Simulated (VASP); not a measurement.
**Pd (Palladium): the relaxed cell at several levels of theory**

Which functional gives which lattice for Pd (Palladium)? The starting structure is a measured crystal structure from the Crystallography Open Database. The first relaxation on each setting starts from this cell expanded by 3 % in volume.

Main program and level: VASP 6.6.1; Kohn-Sham DFT with plane waves and PAW; PBEsol, LDA, PBE, PBEsol + D3(BJ), r2SCAN, r2SCAN + rVV10, vdW-DF-cx and RPBE.

**1. The structure**

The structure is cubic, space group Fm-3m (No. 225). Conventional cell: a = 3.890 Å, b = 3.890 Å, c = 3.890 Å, α = 90.00°, β = 90.00°, γ = 90.00°. Nearest to Pd lie 12 Pd at 2.75 Å.

As a file:

```cif
data_structure
_symmetry_space_group_name_H-M 'P 1'
_symmetry_Int_Tables_number 1
_cell_length_a 2.7505
_cell_length_b 2.7505
_cell_length_c 2.7505
_cell_angle_alpha 60.000
_cell_angle_beta 60.000
_cell_angle_gamma 60.000
_cell_volume 14.71
loop_
_atom_site_label
_atom_site_type_symbol
_atom_site_fract_x
_atom_site_fract_y
_atom_site_fract_z
_atom_site_occupancy
Pd1 Pd 0.00000 0.00000 0.00000 1
```

**2. Relaxation with PBEsol**

PBEsol restores the gradient expansion of exchange and is tuned for the cells of solids. This run starts from the cell of an earlier relaxation, which isn't shown; the restart sets up the plane waves anew.

Input file INCAR:

```
SYSTEM = Pd
PREC = Accurate
ENCUT = 450
EDIFF = 1E-06
NELM = 100
ISMEAR = 1
SIGMA = 0.15
LREAL = .FALSE.
ALGO = Normal
GGA = PS
NBANDS = 11
LORBIT = 11
LWAVE = .FALSE.
LCHARG = .FALSE.
KPAR = 4
IBRION = 2
NSW = 50
ISIF = 3
EDIFFG = -0.006
```

Input file POSCAR:

```
Pd
1.0
    0.0000000000      1.9362631182      1.9362631182
    1.9362631182      0.0000000000      1.9362631182
    1.9362631182      1.9362631182      0.0000000000
Pd
1
Direct
    0.0000000000      0.0000000000      0.0000000000
```

Input file KPOINTS:

```
Automatic mesh
0
Gamma
20 20 20
0 0 0
```

The projector-augmented-wave data sets are Pd (PBE family, release 64).

Started as:

```bash
$ mpirun -np 4 vasp_std
```

What it wrote:

```text
[banner, memory and clock lines left out]
running    4 mpi-ranks, on    1 nodes
 distrk:  each k-point on    1 cores,    4 groups
 distr:  one band on    1 cores,    1 groups

 POSCAR found type information on POSCAR Pd
 POSCAR found :  1 types and       1 ions
|                                                                             |
|               ----> ADVICE to this user running VASP <----                  |
|                                                                             |
|     You enforced a specific xc type in the INCAR file but a different       |
|     [... a line on the potential file left out ...]
|     I HOPE YOU KNOW WHAT YOU ARE DOING!                                     |
|                                                                             |

 LDA part: xc-table for (Slater+PW92), standard interpolation
 POSCAR, INCAR and KPOINTS ok, starting setup
 FFT: planning ... GRIDC
 FFT: planning ... GRID_SOFT
 FFT: planning ... GRID
 WAVECAR not read
 entering main loop
       N       E                     dE             d eps       ncg     rms          rms(c)
DAV:   1     0.371677077304E+02    0.37168E+02   -0.47514E+03  5667   0.756E+02
DAV:   2    -0.584397361199E+01   -0.43012E+02   -0.41716E+02  6370   0.171E+02
DAV:   3    -0.635173352718E+01   -0.50776E+00   -0.50501E+00  6713   0.197E+01
DAV:   4    -0.635391321445E+01   -0.21797E-02   -0.21794E-02  6820   0.138E+00
DAV:   5    -0.635393630358E+01   -0.23089E-04   -0.23088E-04  7469   0.128E-01    0.870E+00
DAV:   6    -0.597625775805E+01    0.37768E+00   -0.15312E+00  6916   0.101E+01    0.387E+00
DAV:   7    -0.596394973385E+01    0.12308E-01   -0.41420E-02  7500   0.129E+00    0.200E+00
DAV:   8    -0.595913881349E+01    0.48109E-02   -0.23530E-03  6980   0.482E-01    0.139E-01
DAV:   9    -0.595906422006E+01    0.74593E-04   -0.33574E-04  7437   0.155E-01    0.165E-02
DAV:  10    -0.595906979297E+01   -0.55729E-05   -0.48547E-06  7058   0.197E-02    0.122E-02
DAV:  11    -0.595906911335E+01    0.67962E-06   -0.13929E-07  4852   0.372E-03
   1 F= -.59590691E+01 E0= -.59582576E+01  d E =-.595907E+01
 curvature:   0.00 expect dE= 0.000E+00 dE for cont linesearch  0.000E+00
 trial: gam= 0.00000 g(F)=  0.724E-63 g(S)=  0.349E-06 ort = 0.000E+00 (trialstep = 0.100E+01)
 search vector abs. value=  0.349E-06
 reached required accuracy - stopping structural energy minimisation
```

Run time: 3.6 s. Hardware: 4 MPI ranks of Intel Xeon 6975P-C (Granite Rapids), shared host; peak memory 0.57 GiB.

The logs omit lines about the potential files and the build; timing stands in the text.

OUTCAR, selected parts (step 2):

```text
ion  position               nearest neighbor table
   1  0.000  0.000  0.000-

  LATTYP: Found a face centered cubic cell.
 ALAT       =     3.8725262364

 Subroutine GETGRP returns: Found 48 space group operations
 (whereof 48 operations were pure point group operations)

The static configuration has the point symmetry O_h .

 Found    256 irreducible k-points:

   k-points           NKPTS =    256   k-points in BZ     NKDIM =    256   number of bands    NBANDS=     11

   dimension x,y,z NGX =    20 NGY =   20 NGZ =   20
   dimension x,y,z NGXF=    40 NGYF=   40 NGZF=   40

   ENCUT  =  450.0 eV  33.07 Ry    5.75 a.u.   4.74  4.74  4.74*2*pi/ulx,y,z

   NELECT =      10.0000    total number of electrons

 k-points in reciprocal lattice and weights: Automatic mesh
   0.00000000  0.00000000  0.00000000       0.000
   0.05000000  0.00000000  0.00000000       0.001
   0.10000000  0.00000000  0.00000000       0.001
   0.15000000  0.00000000  0.00000000       0.001
   0.20000000  0.00000000  0.00000000       0.001
   0.25000000  0.00000000  0.00000000       0.001
   0.30000000  0.00000000  0.00000000       0.001
   0.35000000  0.00000000  0.00000000       0.001
   0.40000000  0.00000000  0.00000000       0.001
[...]
-0.30000000  0.50000000  0.20000000       0.002
  -0.25000000  0.50000000  0.25000000       0.001

 average (electrostatic) potential at core
       1 -70.2831

 E-fermi :   9.8682

 k-point     1 :       0.0000    0.0000    0.0000
  band No.  band energies     occupation
    ...
      2       6.9533      2.00000
      3       6.9533      2.00000
      4       6.9533      2.00000
      5       8.6321      2.00000
      6       8.6321      2.00000
      7      27.0235      0.00000
      8      31.8857      0.00000
      9      31.8857      0.00000
     10      31.8857      0.00000
     11      35.9078      0.00000

 k-point     2 :       0.0500    0.0000    0.0000
  band No.  band energies     occupation
    ...
      2       6.9190      2.00000
      3       6.9861      2.00000
      4       6.9861      2.00000
      5       8.6157      2.00000
      6       8.6157      2.00000
      7      27.1270      0.00000
      8      31.2529      0.00000
      9      31.9951      0.00000
     10      31.9951      0.00000
     11      35.9472      0.00000

 k-point     3 :       0.1000    0.0000    0.0000
  band No.  band energies     occupation
    ...
      2       6.8300      2.00000
      3       7.0748      2.00000
      4       7.0748      2.00000
      5       8.5782      2.00000
      6       8.5782      2.00000
      7      27.3826      0.00000
      8      29.9057      0.00000
      9      32.3099      0.00000
     10      32.3099      0.00000
     11      35.9817      0.00000

  Total        0.0015524      0.0015524      0.0015524      0.0000000      0.0000000     -0.0000000
  in kB        0.1713097      0.1713097      0.1713097      0.0000000      0.0000000     -0.0000000
  external PRESSURE =       0.1713097 kB  Pullay stress =       0.0000000 kB

  energy-cutoff  :      450.00
  volume of cell :       14.52
      direct lattice vectors                 reciprocal lattice vectors
     0.000000000  1.936263118  1.936263118    -0.258229367  0.258229367  0.258229367
     1.936263118  0.000000000  1.936263118     0.258229367 -0.258229367  0.258229367
     1.936263118  1.936263118  0.000000000     0.258229367  0.258229367 -0.258229367

 POSITION                                       TOTAL-FORCE (eV/Angst)
 -----------------------------------------------------------------------------------
      0.00000      0.00000      0.00000         0.000000     -0.000000      0.000000
 -----------------------------------------------------------------------------------
    total drift:                                0.000000      0.000000      0.000000

  FREE ENERGIE OF THE ION-ELECTRON SYSTEM (eV)
  ---------------------------------------------------
  free  energy   TOTEN  =        -5.9590691134 eV

  energy  without entropy=       -5.9566345032  energy(sigma->0) =       -5.95825758

 reached required accuracy - stopping structural energy minimisation

 total charge
# of ion       s       p       d       tot
------------------------------------------
    1        0.492   0.502   8.463   9.458

[... 3 further parts left out ...]
```

CONTCAR:

```
Pd
   1.00000000000000
     0.0000000000000000    1.9362631182000001    1.9362631182000001
     1.9362631182000001    0.0000000000000000    1.9362631182000001
     1.9362631182000001    1.9362631182000001    0.0000000000000000
  Pd
     1
Direct
     0.0000000000000000    0.0000000000000000    0.0000000000000000
```

The PAW data sets were made with PBE, which is usual practice but a small mismatch for other functionals. The run keeps the 48 symmetry operations of its start, so it cannot find a distortion of lower symmetry.

With PBEsol the relaxed cell holds 14.519 Å³ an atom, -1.33 % against the measured cell, with a = 3.873 Å.

**3. Relaxation with LDA**

LDA, the lowest rung, knows the local density alone. This run starts from the cell of an earlier relaxation, which isn't shown; the restart sets up the plane waves anew.

Changes to INCAR since step 2:

```diff
@@ -9,3 +9,3 @@
 ALGO = Normal
-GGA = PS
+GGA = CA
 NBANDS = 11
```

Input file POSCAR:

```
Pd
1.0
    0.0000000000      1.9201400627      1.9201400627
    1.9201400627      0.0000000000      1.9201400627
    1.9201400627      1.9201400627      0.0000000000
Pd
1
Direct
    0.0000000000      0.0000000000      0.0000000000
```

KPOINTS is that of step 2.

Potentials, in the order of the species: Pd (LDA family, release 64).

Started as:

```bash
$ mpirun -np 4 vasp_std
```

What it wrote:

```text
[banner, memory and clock lines left out]
running    4 mpi-ranks, on    1 nodes
[...]
LDA part: xc-table for (Slater(with rela. corr.)+CA(PZ))
 , standard interpolation
 POSCAR, INCAR and KPOINTS ok, starting setup
[...]
entering main loop
       N       E                     dE             d eps       ncg     rms          rms(c)
DAV:   1     0.373651917217E+02    0.37365E+02   -0.47609E+03  5699   0.757E+02
DAV:   2    -0.635338385384E+01   -0.43719E+02   -0.42136E+02  6286   0.172E+02
DAV:   3    -0.684744275819E+01   -0.49406E+00   -0.49294E+00  6787   0.196E+01
DAV:   4    -0.684949944686E+01   -0.20567E-02   -0.20564E-02  6906   0.131E+00
[...]
DAV:   9    -0.649373706479E+01    0.55122E-04   -0.27855E-04  7426   0.142E-01    0.137E-02
DAV:  10    -0.649374192655E+01   -0.48618E-05   -0.32882E-06  7079   0.146E-02    0.121E-02
DAV:  11    -0.649374175161E+01    0.17494E-06   -0.13278E-07  4880   0.371E-03
   1 F= -.64937418E+01 E0= -.64930649E+01  d E =-.649374E+01
[...]
reached required accuracy - stopping structural energy minimisation
```

Wall time 3.6 s (4 MPI ranks); peak memory 0.55 GiB.

From OUTCAR (step 3):

```text
  Total       -0.0024629     -0.0024629     -0.0024629      0.0000000     -0.0000000     -0.0000000
  in kB       -0.2786937     -0.2786937     -0.2786937      0.0000000     -0.0000000     -0.0000000
  external PRESSURE =      -0.2786937 kB  Pullay stress =       0.0000000 kB

 POSITION                                       TOTAL-FORCE (eV/Angst)
 -----------------------------------------------------------------------------------
      0.00000      0.00000      0.00000         0.000000     -0.000000      0.000000
 -----------------------------------------------------------------------------------
    total drift:                                0.000000     -0.000000     -0.000000

  FREE ENERGIE OF THE ION-ELECTRON SYSTEM (eV)
  ---------------------------------------------------
  free  energy   TOTEN  =        -6.4937417516 eV

  energy  without entropy=       -6.4917112143  energy(sigma->0) =       -6.49306491

[... 2 parts as in an earlier step ...]

[... 2 further parts left out ...]
[key lines of the parts left out:]
E-fermi :  10.2882
```

With LDA the relaxed cell holds 14.159 Å³ an atom, -3.77 % against the measured cell, with a = 3.840 Å. That is -2.48 % from PBEsol.

**4. Relaxation with PBE**

PBE, the usual starting point, adds the gradient of the density.

Changes to INCAR since step 3:

```diff
@@ -9,3 +9,3 @@
 ALGO = Normal
-GGA = CA
+GGA = PE
 NBANDS = 11
```

Input file POSCAR:

```
Pd
1.0
    0.0000000000      1.9641576881      1.9641576881
    1.9641576881      0.0000000000      1.9641576881
    1.9641576881      1.9641576881      0.0000000000
Pd
1
Direct
    0.0000000000      0.0000000000      0.0000000000
```

KPOINTS is that of step 3.

The projector-augmented-wave data sets are Pd (PBE family, release 64).

Started as:

```bash
$ mpirun -np 4 vasp_std
```

What it wrote:

```text
[banner, memory and clock lines left out]
running    4 mpi-ranks, on    1 nodes
[...]
LDA part: xc-table for (Slater+PW92), standard interpolation
 POSCAR, INCAR and KPOINTS ok, starting setup
[...]
entering main loop
       N       E                     dE             d eps       ncg     rms          rms(c)
DAV:   1     0.379531627762E+02    0.37953E+02   -0.46939E+03  5672   0.750E+02
DAV:   2    -0.496114951948E+01   -0.42914E+02   -0.41509E+02  6397   0.170E+02
DAV:   3    -0.548979802002E+01   -0.52865E+00   -0.52560E+00  6700   0.196E+01
DAV:   4    -0.549230751010E+01   -0.25095E-02   -0.25092E-02  6782   0.147E+00
[...]
DAV:   9    -0.521385122835E+01    0.11196E-04   -0.82244E-05  7209   0.761E-02    0.226E-02
DAV:  10    -0.521385583730E+01   -0.46089E-05   -0.70196E-06  6929   0.235E-02    0.732E-03
DAV:  11    -0.521385516586E+01    0.67144E-06   -0.13577E-07  4631   0.378E-03
   1 F= -.52138552E+01 E0= -.52127573E+01  d E =-.521386E+01
[...]
DAV:   4    -0.521329010911E+01   -0.56808E-04   -0.56359E-04  6827   0.167E-01    0.146E-02
DAV:   5    -0.521329276902E+01   -0.26599E-05   -0.49876E-06  6904   0.174E-02    0.986E-03
DAV:   6    -0.521329515779E+01   -0.23888E-05   -0.77530E-07  6902   0.725E-03    0.889E-04
DAV:   7    -0.521329521817E+01   -0.60382E-07   -0.15738E-08  4280   0.114E-03
   2 F= -.52132952E+01 E0= -.52120827E+01  d E =0.559948E-03
 trial-energy change:    0.000560  1 .order    0.000497   -0.003070    0.004064
 step:   0.4175(harm=  0.4303)  dis= 0.00000  next Energy=    -5.214491 (dE=-0.636E-03)
[...]
N       E                     dE             d eps       ncg     rms          rms(c)
DAV:   1    -0.523430922595E+01   -0.21014E-01   -0.34460E-01  6376   0.564E+00    0.949E-01
DAV:   2    -0.521446088451E+01    0.19848E-01   -0.96686E-02  6667   0.240E+00    0.221E-01
DAV:   3    -0.521444307091E+01    0.17814E-04   -0.32029E-04  7235   0.131E-01    0.136E-01
DAV:   4    -0.521448498435E+01   -0.41913E-04   -0.19846E-04  6772   0.102E-01    0.109E-02
DAV:   5    -0.521448483855E+01    0.14580E-06   -0.21028E-06  6884   0.121E-02
   3 F= -.52144848E+01 E0= -.52133389E+01  d E =-.629673E-03
[...]
reached required accuracy - stopping structural energy minimisation
```

Wall time 7.2 s (4 MPI ranks); peak memory 0.61 GiB; 27 s of CPU time.

OUTCAR, selected parts (step 4):

```text
  Total       -0.0025594     -0.0025594     -0.0025594      0.0000000      0.0000000      0.0000000
  in kB       -0.2682123     -0.2682123     -0.2682123      0.0000000      0.0000000      0.0000000
  external PRESSURE =      -0.2682123 kB  Pullay stress =       0.0000000 kB

 POSITION                                       TOTAL-FORCE (eV/Angst)
 -----------------------------------------------------------------------------------
      0.00000      0.00000      0.00000        -0.000000      0.000000     -0.000000
 -----------------------------------------------------------------------------------
    total drift:                                0.000000      0.000000      0.000000

  FREE ENERGIE OF THE ION-ELECTRON SYSTEM (eV)
  ---------------------------------------------------
  free  energy   TOTEN  =        -5.2144848386 eV

  energy  without entropy=       -5.2110470929  energy(sigma->0) =       -5.21333892

[... 2 parts as in an earlier step ...]

[... 2 further parts left out ...]
[key lines of the parts left out:]
E-fermi :   9.1654
```

With PBE the relaxed cell holds 15.289 Å³ an atom, +3.91 % against the measured cell, with a = 3.940 Å. That is +5.31 % from PBEsol.

**5. Relaxation with PBEsol + D3(BJ)**

D3 with Becke-Johnson damping keeps a finite attraction at short range. This run starts from the cell of an earlier relaxation, which isn't shown; the restart sets up the plane waves anew.

Changes to INCAR since step 4:

```diff
@@ -9,3 +9,4 @@
 ALGO = Normal
-GGA = PE
+GGA = PS
+IVDW = 12
 NBANDS = 11
```

Input file POSCAR:

```
Pd
1.0
    0.0000000000      1.9147610392      1.9147610392
    1.9147610392      0.0000000000      1.9147610392
    1.9147610392      1.9147610392      0.0000000000
Pd
1
Direct
    0.0000000000      0.0000000000      0.0000000000
```

KPOINTS is that of step 4.

Started as:

```bash
$ mpirun -np 4 vasp_std
```

What it wrote:

```text
[banner, memory and clock lines left out]
running    4 mpi-ranks, on    1 nodes
[...]
[... a notice as in an earlier step ...]

 LDA part: xc-table for (Slater+PW92), standard interpolation
 POSCAR, INCAR and KPOINTS ok, starting setup
[...]
entering main loop
       N       E                     dE             d eps       ncg     rms          rms(c)
DAV:   1     0.380211482769E+02    0.38021E+02   -0.47365E+03  5656   0.757E+02
DAV:   2    -0.584115225963E+01   -0.43862E+02   -0.42431E+02  6349   0.174E+02
DAV:   3    -0.634612870401E+01   -0.50498E+00   -0.50247E+00  6738   0.198E+01
DAV:   4    -0.634823239191E+01   -0.21037E-02   -0.21034E-02  6865   0.135E+00
[...]
DAV:   9    -0.594813095239E+01    0.11372E-03   -0.46128E-04  7190   0.184E-01    0.152E-02
DAV:  10    -0.594813735180E+01   -0.63994E-05   -0.49857E-06  7163   0.183E-02    0.136E-02
DAV:  11    -0.594813661429E+01    0.73751E-06   -0.14091E-07  4955   0.370E-03
   1 F= -.66017715E+01 E0= -.66011261E+01  d E =-.660177E+01
[...]
reached required accuracy - stopping structural energy minimisation
```

Run time: 3.8 s. Hardware: 4 MPI ranks; peak memory 0.61 GiB; 13 s of CPU time.

From OUTCAR (step 5):

```text
 Edisp (eV)   -0.65363

  Total      -0.00155    -0.00155    -0.00155     0.00000     0.00000    -0.00000
  in kB      -0.17690    -0.17690    -0.17690     0.00000     0.00000    -0.00000
  external pressure =       -0.18 kB  Pullay stress =        0.00 kB

  FREE ENERGIE OF THE ION-ELECTRON SYSTEM (eV)
  ---------------------------------------------------
  free  energy   TOTEN  =        -6.6017714572 eV

  energy  without entropy=       -6.5998352934  energy(sigma->0) =       -6.60112607

[... 3 parts as in an earlier step ...]

[... 2 further parts left out ...]
[key lines of the parts left out:]
E-fermi :  10.4578
```

With PBEsol + D3(BJ) the relaxed cell holds 14.040 Å³ an atom, -4.58 % against the measured cell, with a = 3.830 Å. That is -3.29 % from PBEsol.

(Part 1 of 2 ends here.)

[Lines on the potential files, build, host, timing and source positions are cut from VASP's logs without a mark.]

[Logs are printed without paths, hosts, clocks, repeated set-up lines and the standing remarks that a program may print on its own settings, such as how far it seeks lower states.]

[Hosts, paths, dates, database ids (printed as entryN), source tags and the programs' standing remarks are cut or masked in the printed files.]
